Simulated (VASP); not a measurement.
An input for Ansatz (written as the equivalent of a VASP run, and not itself run):

Ansatz 0.2 input:
```yaml
crystal:
  lattice:
    - [0.0000000, 2.7463676, 2.7463676]
    - [2.7463676, 0.0000000, 2.7463676]
    - [2.7463676, 2.7463676, 0.0000000]
  atoms:
    - { symbol: Cd, position: [0.0000000, 1.0000000, 0.0000000] }
    - { symbol: F, position: [0.2500000, 0.2500000, 0.2500000] }
    - { symbol: F, position: [0.7500000, 0.7500000, 0.7500000] }
kpoints:
  mp_grid: { grid: [8, 8, 8] }
hamiltonian:
  xc: pbe
  pseudopotentials: { kind: paw }
scf:
  occupations: { method: tetrahedron }
  max_iter: 100
output: { forces: true, stress: true, eigenvalues: true }
```

Q: Translate this input to VASP (INCAR, KPOINTS, POSCAR, choice of POTCAR).

A: One answer among several that fit: 
POSCAR:
```
CdF2
1
    0.0000000000     2.7463675876     2.7463675876
    2.7463675876     0.0000000000     2.7463675876
    2.7463675876     2.7463675876     0.0000000000
Cd F
1 2
Direct
  0.0000000000   1.0000000000   0.0000000000
  0.2500000000   0.2500000000   0.2500000000
  0.7500000000   0.7500000000   0.7500000000
```

### KPOINTS
```
Automatic mesh
0
Gamma
8 8 8
0 0 0
```

### INCAR
```
ALGO = Normal
EDIFF = 1E-7
ENCUT = 520
GGA = PE
ISIF = 2
ISMEAR = -5
LASPH = .TRUE.
LCHARG = .TRUE.
LEFG = .TRUE.
LMAXMIX = 4
LORBIT = 11
LREAL = .FALSE.
LWAVE = .FALSE.
NEDOS = 601
NELM = 100
PREC = Accurate
SYSTEM = CdF2
```

POTCAR, in this order: Cd F (PBE.64 set). Program: vasp_std.

What does not carry over: each code has its own PAW files, so the cut-off isn't converted (ENCUT is set for VASP's; basis.ecutwfc is left out, and Ansatz then takes the one that its files recommend); Ansatz stops its SCF on the density residual and VASP on the energy change (EDIFF); the field gradients of LEFG aren't asked of the other code.

The compound is CdF2 in the fluorite structure. It was relaxed first, which changed the volume by +6 %.
